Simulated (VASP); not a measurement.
# YSb under strain, part 4 of 4

Aim: follow the pressure of YSb through compression, expansion and shear. All runs use LDA. Left out of this account: at least 1 further run (fields: a reference on another mesh). The start is a cell from a database of measured crystal structures.

VASP 6.6.1; LDA; plane waves and PAW (Y_sv, Sb).

Still holding for the runs below: Spin-orbit coupling is off here; it can split and shift levels that hold much weight on Y and Sb by tenths of an eV or more.

So far, pressure (GPa): step 2 (bands, cell as listed) -3.12; step 3 (cell volume +4.0 %) -5.16; step 4 (cell volume +8.0 %) -6.80; step 5 (bands, sheared, principal strains -2.5, +0.2, +2.4 %) -3.13; step 6 (cell volume -4.0 %) -0.596.

## 7. Bands, volume times 0.92

The cell is scaled evenly once more. A prediction first. A least-squares parabola for the 4 pressures of evenly scaled cells so far, P = -3.11 -56.8 t +116 t² GPa with t = ln(V/V₁) and V₁ the volume at scale 1, gives 2.43 GPa at t = -0.0834.

Input file INCAR:

```
SYSTEM = YSb
PREC = Accurate
ENCUT = 400
EDIFF = 1E-06
NELM = 100
ISMEAR = -1
SIGMA = 0.05
LREAL = .FALSE.
ALGO = Normal
GGA = CA
NBANDS = 20
LASPH = .TRUE.
LORBIT = 11
LWAVE = .FALSE.
LCHARG = .FALSE.
KPAR = 2
```

Input file POSCAR:

```
YSb
1.0
    0.0000000000      2.9977619096      2.9977619096
    2.9977619096      0.0000000000      2.9977619096
    2.9977619096      2.9977619096      0.0000000000
Y Sb
1 1
Direct
    0.5000000000      0.5000000000      0.5000000000
    0.0000000000      0.0000000000      0.0000000000
```

Input file KPOINTS:

```
Automatic mesh
0
Gamma
11 11 11
0 0 0
```

Input file KPOINTS_OPT:

```
Line mode
16
Line-mode
Reciprocal
  0.00000000   0.00000000   0.00000000 GAMMA
  0.50000000   0.00000000   0.50000000 X

  0.50000000   0.00000000   0.50000000 X
  0.50000000   0.25000000   0.75000000 W

  0.50000000   0.25000000   0.75000000 W
  0.37500000   0.37500000   0.75000000 K

  0.37500000   0.37500000   0.75000000 K
  0.00000000   0.00000000   0.00000000 GAMMA

  0.00000000   0.00000000   0.00000000 GAMMA
  0.50000000   0.50000000   0.50000000 L

  0.50000000   0.50000000   0.50000000 L
  0.62500000   0.25000000   0.62500000 U

  0.62500000   0.25000000   0.62500000 U
  0.50000000   0.25000000   0.75000000 W

  0.50000000   0.25000000   0.75000000 W
  0.50000000   0.50000000   0.50000000 L

  0.50000000   0.50000000   0.50000000 L
  0.37500000   0.37500000   0.75000000 K

  0.62500000   0.25000000   0.62500000 U
  0.50000000   0.00000000   0.50000000 X
```

PAW data sets: Y_sv and Sb (LDA family, release 64).

Launch:

```
> mpirun -np 2 vasp_std
```

The program printed:

```text
[... set-up lines as in an earlier step ...]
 entering main loop
       N       E                     dE             d eps       ncg     rms          rms(c)
DAV:   1     0.498818151667E+02    0.49882E+02   -0.54673E+03  2248   0.572E+02
DAV:   2    -0.112716983271E+02   -0.61154E+02   -0.58145E+02  2908   0.157E+02
DAV:   3    -0.148192932824E+02   -0.35476E+01   -0.34871E+01  3284   0.268E+01
DAV:   4    -0.149395639174E+02   -0.12027E+00   -0.11994E+00  2796   0.428E+00
DAV:   5    -0.149415775036E+02   -0.20136E-02   -0.20135E-02  2748   0.561E-01    0.294E+01
DAV:   6    -0.142906933657E+02    0.65088E+00   -0.35804E-01  2420   0.393E+00    0.203E+01
DAV:   7    -0.142481527517E+02    0.42541E-01   -0.27146E-01  2952   0.322E+00    0.320E+00
DAV:   8    -0.142191122153E+02    0.29041E-01   -0.82884E-02  2352   0.188E+00    0.528E-01
DAV:   9    -0.142183016653E+02    0.81055E-03   -0.68197E-03  2540   0.512E-01    0.301E-01
DAV:  10    -0.142183014257E+02    0.23963E-06   -0.31644E-04  2904   0.947E-02    0.249E-01
DAV:  11    -0.142182967478E+02    0.46779E-05   -0.48410E-05  2488   0.481E-02    0.956E-03
DAV:  12    -0.142182972847E+02   -0.53691E-06   -0.15838E-06  2560   0.787E-03
   1 F= -.14218297E+02 E0= -.14217110E+02  d E =-.237409E-02
 Start KPOINTS_OPT (optional k-point list driver)
k-point batch [1-56\160]
       N       E                     dE             ncg
DAV:   1    -0.520107650882E+04   -0.27839E+05     2280
DAV:   2    -0.853358498150E+04   -0.33325E+04     2920
DAV:   3    -0.874434316309E+04   -0.21076E+03     3440
DAV:   4    -0.875042810061E+04   -0.60849E+01     2684
DAV:   5    -0.875053468504E+04   -0.10658E+00     2740
DAV:   6    -0.875053803929E+04   -0.33542E-02     2852
DAV:   7    -0.875053811292E+04   -0.73633E-04     2840
DAV:   8    -0.875053811718E+04   -0.42603E-05     2216
DAV:   9    -0.875053811734E+04   -0.16451E-06     1512
[...]
k-point batch [113-160\160]
       N       E                     dE             ncg
DAV:   1    -0.391391406335E+03   -0.26704E+05     1944
DAV:   2    -0.337076557872E+04   -0.29794E+04     2548
DAV:   3    -0.356564453097E+04   -0.19488E+03     2896
DAV:   4    -0.357144485199E+04   -0.58003E+01     2348
DAV:   5    -0.357158001660E+04   -0.13516E+00     2312
DAV:   6    -0.357158350431E+04   -0.34877E-02     2536
DAV:   7    -0.357158359106E+04   -0.86749E-04     2436
DAV:   8    -0.357158359532E+04   -0.42630E-05     2020
DAV:   9    -0.357158359540E+04   -0.79868E-07     1432
```

It took 1.7 min on 2 MPI ranks of AMD EPYC 7R43, shared host; peak memory 0.3 GiB; 3.4 min of CPU time.

From OUTCAR (step 7):

```text
   ENCUT  =  400.0 eV  29.40 Ry    5.42 a.u.   6.91  6.91  6.91*2*pi/ulx,y,z

   NELECT =      16.0000    total number of electrons

 E-fermi :   5.7507

 k-point     1 :       0.0000    0.0000    0.0000
  band No.  band energies     occupation
      1     -36.5344      2.00000
      2     -16.6561      2.00000
      3     -16.6561      2.00000
      4     -16.6561      2.00000
      5      -4.4676      2.00000
      6       6.6889      0.00000
      7       6.6889      0.00000
      8       6.6889      0.00000
      9       6.7967      0.00000
     10       6.7967      0.00000
    ...

  Total        0.8490652      0.8490652      0.8490652      0.0000000     -0.0000000      0.0000000
  in kB       25.2481883     25.2481883     25.2481883      0.0000000     -0.0000000      0.0000000
  external PRESSURE =      25.2481883 kB  Pullay stress =       0.0000000 kB

 POSITION                                       TOTAL-FORCE (eV/Angst)
 -----------------------------------------------------------------------------------
      2.99776      2.99776      2.99776         0.000000     -0.000000      0.000000
      0.00000      0.00000      0.00000        -0.000000      0.000000     -0.000000
 -----------------------------------------------------------------------------------
    total drift:                                0.000000      0.000000      0.000000

  FREE ENERGIE OF THE ION-ELECTRON SYSTEM (eV)
  ---------------------------------------------------
  free  energy   TOTEN  =       -14.2182972847 eV

  energy  without entropy=      -14.2159231943  energy(sigma->0) =      -14.21711024

[... 4 parts as in an earlier step ...]

[... 12 further parts left out ...]
```

This step gave:

| Quantity | Value |
| --- | --- |
| free energy (TOTEN) | -14.22 eV |
| energy at zero smearing | -14.22 eV |
| Fermi energy | 5.751 eV |
| pressure | 2.525 GPa |

The electronic bands at the labelled points (eV, zero at the Fermi level; # counts the bands kept in this run, so #1 is VASP's band 5):

| point | #1 | #2 | #3 | #4 | #5 | #6 | #7 | #8 |
| --- | --- | --- | --- | --- | --- | --- | --- | --- |
| Γ | -10.22 | 0.94 | 0.94 | 0.94 | 1.05 | 1.05 | 1.05 | 1.82 |
| 0.53 of the way | -9.35 | -2.83 | -0.54 | -0.54 | -0.05 | 2.29 | 3.66 | 3.66 |
| X | -8.92 | -2.96 | -0.66 | -0.64 | -0.64 | 2.76 | 3.32 | 3.83 |
| 0.53 of the way | -8.78 | -2.84 | -1.85 | -1.72 | 0.97 | 3.03 | 3.50 | 3.84 |
| W | -8.64 | -2.50 | -2.50 | -2.35 | 2.47 | 2.47 | 3.09 | 3.84 |
| 0.53 of the way | -8.67 | -2.72 | -2.70 | -1.73 | 1.51 | 3.11 | 3.49 | 3.85 |
| K | -8.68 | -2.81 | -2.76 | -1.37 | 1.04 | 3.33 | 3.87 | 3.94 |
| 0.53 of the way | -9.34 | -2.66 | -1.38 | -1.34 | 1.67 | 2.55 | 2.91 | 3.13 |
| Γ | -10.22 | 0.94 | 0.94 | 0.94 | 1.05 | 1.05 | 1.05 | 1.82 |
| 0.47 of the way | -9.59 | -2.18 | -0.99 | -0.99 | 1.80 | 1.80 | 1.90 | 4.58 |
| L | -8.46 | -4.49 | -1.93 | -1.93 | 3.07 | 3.07 | 3.39 | 3.61 |
| 0.47 of the way | -8.52 | -4.06 | -2.18 | -1.78 | 2.33 | 3.05 | 3.18 | 4.79 |
| U | -8.68 | -2.81 | -2.76 | -1.37 | 1.04 | 3.33 | 3.87 | 3.94 |
| 0.47 of the way | -8.67 | -2.72 | -2.70 | -1.73 | 1.51 | 3.11 | 3.49 | 3.85 |
| W | -8.64 | -2.50 | -2.50 | -2.35 | 2.47 | 2.47 | 3.09 | 3.84 |
| 0.47 of the way | -8.56 | -3.76 | -2.27 | -1.78 | 2.41 | 2.51 | 3.43 | 4.90 |
| L | -8.46 | -4.49 | -1.93 | -1.93 | 3.07 | 3.07 | 3.39 | 3.61 |
| 0.53 of the way | -8.54 | -3.93 | -2.24 | -1.74 | 2.17 | 3.06 | 3.21 | 4.87 |
| K | -8.68 | -2.81 | -2.76 | -1.37 | 1.04 | 3.33 | 3.87 | 3.94 |
| jump to U | -8.68 | -2.81 | -2.76 | -1.37 | 1.04 | 3.33 | 3.87 | 3.94 |
| 0.53 of the way | -8.86 | -2.92 | -1.65 | -0.87 | 0.14 | 3.18 | 3.63 | 3.72 |
| X | -8.92 | -2.96 | -0.66 | -0.64 | -0.64 | 2.76 | 3.32 | 3.83 |

Of the projections kept (Y, Sb), the largest for each band there, as a share of the weight inside these atoms' spheres; weight between the spheres isn't counted:

| point | #1 | #2 | #3 | #4 | #5 | #6 | #7 | #8 |
| --- | --- | --- | --- | --- | --- | --- | --- | --- |
| Γ | Sb 0.87 | Sb 0.78 | Sb 0.78 | Sb 0.78 | Y 0.95 | Y 0.95 | Y 0.95 | Y 0.92 |
| X | Sb 0.86 | Y 0.50 | Y 0.93 | Sb 0.62 | Sb 0.62 | Y 0.93 | Y 0.85 | Y 1.00 |
| W | Sb 0.86 | Y 0.53 | Y 0.53 | Sb 0.53 | Y 0.84 | Y 0.84 | Y 0.91 | Y 1.00 |
| K | Sb 0.86 | Y 0.51 | Y 0.52 | Sb 0.51 | Y 0.84 | Y 0.99 | Y 0.94 | Y 0.88 |
| Γ | Sb 0.87 | Sb 0.78 | Sb 0.78 | Sb 0.78 | Y 0.95 | Y 0.95 | Y 0.95 | Y 0.92 |
| L | Sb 0.86 | Sb 0.51 | Y 0.54 | Y 0.54 | Y 0.99 | Y 0.99 | Y 0.95 | Y 0.62 |

The electronic bands as a text plot (rows in eV, shown from -8.0 to 6.6 only):

```
    6.3 |  *  *         ***       *  ** ****  **     ****** ***
    5.7 | *     ****      ***** *   *  *    **        *   **   **
    5.1 |*     *         *       * *  *     **       *     **
    4.5 |     **    *****      *  *     *  * ******** *   * **
    3.9 |   ****************         *   **   ******   ***   ****
    3.3 |  **    ********* ***  *   *    ************************
    2.6 | **  *****  **   ** ****      **  *     ******* **     *
    2.0 |*****       **   * ******** ***    **   * **      *
    1.4 |*          *  ***    **** ***        * *           **
    0.8 |***       *             **            *              *
    0.2 | ****    *             *  *                           *
   -0.4 | * ******              *   *                           *
   -1.0 |  *      *           **    ***                       ***
   -1.6 |          *   ******* *     * **  ******   **** ***** *
   -2.2 |   *       ***    ** *          *****   ************ *
   -2.8 |    ** ***********  *        *       **** *         ****
   -3.4 |      *         ****          *     **     *       *
   -4.0 |                               *  **        **   **
   -4.7 |                                **            ***
   -5.3 |
   -5.9 |
   -6.5 |
   -7.1 |
   -7.7 |
         Γ       X    W  K        Γ      L     U  W     L   K|U X
```

 The pressure is 2.52 GPa. The parabola predicted 2.43 GPa, -0.09 GPa off.

## 8. Bands, atoms displaced by up to 0.08 Å

In the first cell the atoms are moved off their sites at random; since the same shifts repeat in every cell, this is a frozen displacement of whole sublattices.

INCAR is that of step 7.

Input file POSCAR:

```
YSb
1.0
    0.0000000000      3.0822500000      3.0822500000
    3.0822500000      0.0000000000      3.0822500000
    3.0822500000      3.0822500000      0.0000000000
Y Sb
1 1
Direct
    0.4973480000      0.5029190000      0.5077070000
    0.0024430000     -0.0050250000      0.0198280000
```

KPOINTS is that of step 7.

KPOINTS_OPT is that of step 7.

Launch:

```
> mpirun -np 2 vasp_std
```

The program printed:

```text
[... set-up lines as in an earlier step ...]
 entering main loop
       N       E                     dE             d eps       ncg     rms          rms(c)
DAV:   1     0.493083503880E+02    0.49308E+02   -0.55627E+03 26808   0.566E+02
DAV:   2    -0.112391609194E+02   -0.60548E+02   -0.57414E+02 35052   0.155E+02
DAV:   3    -0.149271552351E+02   -0.36880E+01   -0.36235E+01 39552   0.268E+01
DAV:   4    -0.150480885214E+02   -0.12093E+00   -0.12065E+00 34188   0.435E+00
DAV:   5    -0.150500486190E+02   -0.19601E-02   -0.19599E-02 32952   0.527E-01    0.256E+01
DAV:   6    -0.142803292113E+02    0.76972E+00   -0.39931E-01 28604   0.411E+00    0.184E+01
DAV:   7    -0.142250853675E+02    0.55244E-01   -0.27079E-01 34564   0.317E+00    0.406E+00
DAV:   8    -0.141992349185E+02    0.25850E-01   -0.85675E-02 28076   0.182E+00    0.563E-01
DAV:   9    -0.141972244177E+02    0.20105E-02   -0.65850E-03 29004   0.522E-01    0.333E-01
DAV:  10    -0.141972569665E+02   -0.32549E-04   -0.42172E-04 34140   0.120E-01    0.303E-01
DAV:  11    -0.141972452085E+02    0.11758E-04   -0.85938E-05 29500   0.616E-02    0.261E-02
DAV:  12    -0.141972453342E+02   -0.12567E-06   -0.50006E-06 30368   0.134E-02
   1 F= -.14197245E+02 E0= -.14195841E+02  d E =-.280932E-02
 Start KPOINTS_OPT (optional k-point list driver)
k-point batch [1-160\160]
       N       E                     dE             ncg
DAV:   1    -0.292868947064E+04   -0.79188E+05     6448
DAV:   2    -0.126375521035E+05   -0.97089E+04     8476
DAV:   3    -0.132491708265E+05   -0.61162E+03     9784
DAV:   4    -0.132685744281E+05   -0.19404E+02     7844
DAV:   5    -0.132689236376E+05   -0.34921E+00     7888
DAV:   6    -0.132689339554E+05   -0.10318E-01     8480
DAV:   7    -0.132689341529E+05   -0.19751E-03     8084
DAV:   8    -0.132689341613E+05   -0.84497E-05     6028
DAV:   9    -0.132689341617E+05   -0.37366E-06     4620
```

The job ended after 7.8 min (2 MPI ranks; peak memory 1.6 GiB; 15 min of CPU time).

OUTCAR, selected parts (step 8):

```text
   NELECT =      16.0000    total number of electrons

 E-fermi :   5.1163

 k-point     1 :       0.0000    0.0000    0.0000
  band No.  band energies     occupation
      1     -37.5321      2.00000
      2     -17.6224      2.00000
      3     -17.6216      2.00000
      4     -17.6215      2.00000
      5      -4.8384      2.00000
      6       5.7586      0.00001
      7       5.7652      0.00000
      8       5.7932      0.00000
      9       6.1157      0.00000
     10       6.1837      0.00000
    ...

  Total       -1.1378550     -1.0655157     -1.1403017     -0.0064810      0.0044345      0.0010760
  in kB      -31.1289110    -29.1498862    -31.1958454     -0.1773048      0.1213179      0.0294363
  external PRESSURE =     -30.4915475 kB  Pullay stress =       0.0000000 kB

 POSITION                                       TOTAL-FORCE (eV/Angst)
 -----------------------------------------------------------------------------------
      3.11500      3.09783      3.08307         0.060118      0.250122     -0.040971
      3.12788      0.06864      3.07429        -0.060118     -0.250122      0.040971
 -----------------------------------------------------------------------------------
    total drift:                               -0.000029      0.000069     -0.000035

  FREE ENERGIE OF THE ION-ELECTRON SYSTEM (eV)
  ---------------------------------------------------
  free  energy   TOTEN  =       -14.1972453342 eV

  energy  without entropy=      -14.1944360135  energy(sigma->0) =      -14.19584067

[... 5 parts as in an earlier step ...]

[... 12 further parts left out ...]
```

This step gave:

- irreducible k-points: 666
- symmetry operations: 1
- free energy (TOTEN): -14.20 eV
- energy at zero smearing: -14.20 eV
- Fermi energy: 5.116 eV
- pressure: -3.049 GPa

Electronic bands along the path, in eV, zero at the Fermi level; # counts the bands kept in this run, so #1 is VASP's band 5:

| point | #1 | #2 | #3 | #4 | #5 | #6 | #7 | #8 |
| --- | --- | --- | --- | --- | --- | --- | --- | --- |
| Γ | -9.95 | 0.64 | 0.65 | 0.68 | 1.00 | 1.07 | 1.08 | 1.65 |
| 0.47 of the way | -9.33 | -2.49 | -0.54 | -0.54 | 0.17 | 1.98 | 3.09 | 3.09 |
| X | -8.79 | -2.91 | -0.76 | -0.75 | -0.52 | 2.48 | 2.82 | 3.46 |
| 0.47 of the way | -8.70 | -2.82 | -1.68 | -1.58 | 0.68 | 2.65 | 3.25 | 3.46 |
| W | -8.57 | -2.44 | -2.44 | -2.29 | 2.24 | 2.26 | 2.72 | 3.46 |
| 0.47 of the way | -8.59 | -2.63 | -2.62 | -1.78 | 1.48 | 2.78 | 3.02 | 3.47 |
| K | -8.60 | -2.72 | -2.70 | -1.38 | 0.96 | 3.03 | 3.46 | 3.49 |
| 0.47 of the way | -9.03 | -2.95 | -1.56 | -1.51 | 1.73 | 2.53 | 2.83 | 2.93 |
| Γ | -9.95 | 0.64 | 0.65 | 0.68 | 1.00 | 1.07 | 1.08 | 1.65 |
| 0.47 of the way | -9.41 | -2.17 | -0.99 | -0.99 | 1.67 | 1.67 | 1.71 | 4.12 |
| L | -8.47 | -4.27 | -1.85 | -1.84 | 2.80 | 2.80 | 3.05 | 3.36 |
| 0.47 of the way | -8.50 | -3.88 | -2.10 | -1.72 | 2.14 | 2.79 | 2.86 | 4.35 |
| U | -8.60 | -2.72 | -2.70 | -1.37 | 0.96 | 3.03 | 3.38 | 3.55 |
| 0.47 of the way | -8.59 | -2.64 | -2.64 | -1.71 | 1.38 | 2.82 | 3.09 | 3.47 |
| W | -8.57 | -2.44 | -2.44 | -2.29 | 2.24 | 2.26 | 2.72 | 3.46 |
| 0.47 of the way | -8.52 | -3.61 | -2.20 | -1.74 | 2.19 | 2.29 | 3.09 | 4.39 |
| L | -8.47 | -4.27 | -1.85 | -1.84 | 2.80 | 2.80 | 3.05 | 3.36 |
| 0.53 of the way | -8.51 | -3.76 | -2.17 | -1.69 | 1.99 | 2.80 | 2.89 | 4.38 |
| K | -8.60 | -2.72 | -2.70 | -1.38 | 0.96 | 3.03 | 3.46 | 3.49 |
| jump to U | -8.60 | -2.72 | -2.70 | -1.37 | 0.96 | 3.03 | 3.38 | 3.55 |
| 0.53 of the way | -8.74 | -2.86 | -1.62 | -0.95 | 0.13 | 2.86 | 3.14 | 3.36 |
| X | -8.79 | -2.91 | -0.76 | -0.75 | -0.52 | 2.48 | 2.82 | 3.46 |

Of the projections kept (Y, Sb), the largest for each band there, as a share of the weight inside these atoms' spheres; weight between the spheres isn't counted:

| point | #1 | #2 | #3 | #4 | #5 | #6 | #7 | #8 |
| --- | --- | --- | --- | --- | --- | --- | --- | --- |
| Γ | Sb 0.88 | Sb 0.66 | Sb 0.67 | Sb 0.75 | Y 0.95 | Y 0.84 | Y 0.83 | Y 0.93 |
| X | Sb 0.88 | Sb 0.52 | Sb 0.63 | Sb 0.64 | Y 0.92 | Y 0.94 | Y 0.86 | Y 1.00 |
| W | Sb 0.88 | Y 0.51 | Y 0.51 | Sb 0.53 | Y 0.85 | Y 0.85 | Y 0.92 | Y 1.00 |
| K | Sb 0.88 | Y 0.50 | Sb 0.51 | Sb 0.53 | Y 0.86 | Y 1.00 | Y 0.90 | Y 0.93 |
| Γ | Sb 0.88 | Sb 0.66 | Sb 0.67 | Sb 0.75 | Y 0.95 | Y 0.84 | Y 0.83 | Y 0.93 |
| L | Sb 0.88 | Sb 0.52 | Y 0.54 | Y 0.54 | Y 0.99 | Y 0.99 | Y 0.95 | Y 0.63 |

The electronic bands as a text plot (rows in eV, shown from -8.0 to 6.5 only):

```
    6.2 |    *      *  *   ****   *      **     *   *   *
    5.6 |  *  *         ***  * *     ****  * ***     *** ** **
    5.0 | *      ***      *** * *   *  *    **        *    *  ***
    4.4 |      **        *     *   *  * *   ***     ***    **
    3.8 |*    **    *****        **  *   * *  *******  * ** ***
    3.2 |   *** **************  *         ** *************  *****
    2.6 | ***  ********* *******    *   ******  ***  ********  **
    2.0 |******      **   **********  **    *    *****     *
    1.4 |*          *  * *    ********       ** *           *
    0.8 |***       *    *        **            *             **
    0.2 |** ***   *             ** *                           *
   -0.4 | ********              *   *                           *
   -1.0 |  *   ****           **    ***                       ***
   -1.6 |          *   ******* *     * **********   ********** *
   -2.2 |   *       ***   *** *             ***  ******   *** *
   -2.9 |    ********* ***   *        *       **** *         ****
   -3.5 |                 ***          *     *      **      *
   -4.1 |                               *****         ******
   -4.7 |
   -5.3 |
   -5.9 |
   -6.5 |
   -7.1 |
   -7.7 |
         Γ       X    W  K        Γ      L     U  W     L   K|U X
```

Force by atom:

| atom | x (eV/Å) | y (eV/Å) | z (eV/Å) | size |
| --- | --- | --- | --- | --- |
| Y1 | 0.060 | 0.250 | -0.041 | 0.260 |
| Sb2 | -0.060 | -0.250 | 0.041 | 0.260 |

 The pressure is -3.05 GPa, and the symmetry operations fall from 48 to 1.

## 9. The runs together

```
                                         cell      mesh  pressure (GPa)  gap (eV)
                               cell as listed  11×11×11           -3.12      none
                            volume times 1.04  11×11×11           -5.16      none
                            volume times 1.08  11×11×11           -6.80      none
sheared, principal strains -2.5, +0.2, +2.4 %  11×11×11           -3.13      none
                            volume times 0.96  11×11×11           -0.60      none
                            volume times 0.92  11×11×11            2.52      none
              atoms displaced by up to 0.08 Å  11×11×11           -3.05      none
```

## 10. Summary of results

```yaml
pressure_cell_as_listed: -3.12 GPa
pressure_volume_times_1p04: -5.16 GPa
pressure_volume_times_1p08: -6.80 GPa
pressure_sheared_principal_strains_minus_2p5_plus_0p2_plus_2p4: -3.13 GPa
pressure_volume_times_0p96: -0.596 GPa
pressure_volume_times_0p92: 2.52 GPa
pressure_atoms_displaced_by_up_to_0p08_a: -3.05 GPa
bulk_modulus_at_the_listed_volume_shape_and_positions_held: 57.2 GPa
```

In words: The slope of pressure against ln V at the listed volume gives a bulk modulus of 57.2 GPa at fixed shape and positions (not that of equilibrium, since the cell bears -3.1 GPa there). Spin-orbit coupling is left out, and with elements this heavy it would split and shift bands near the Fermi level.

[Lines on the potential files, build, host, timing and source positions are cut from VASP's logs without a mark.]

[Logs are printed without paths, hosts, clocks, repeated set-up lines and the standing remarks that a program may print on its own settings, such as how far it seeks lower states.]

[Hosts, paths, dates, database ids (printed as entryN), source tags and the programs' standing remarks are cut or masked in the printed files.]

[A measured line is paired with the nearest computed mode of its activity, which favours agreement.]

[In band tables of VASP the shares of atoms and orbitals are scaled to a sum of 1 inside the atoms' spheres.]
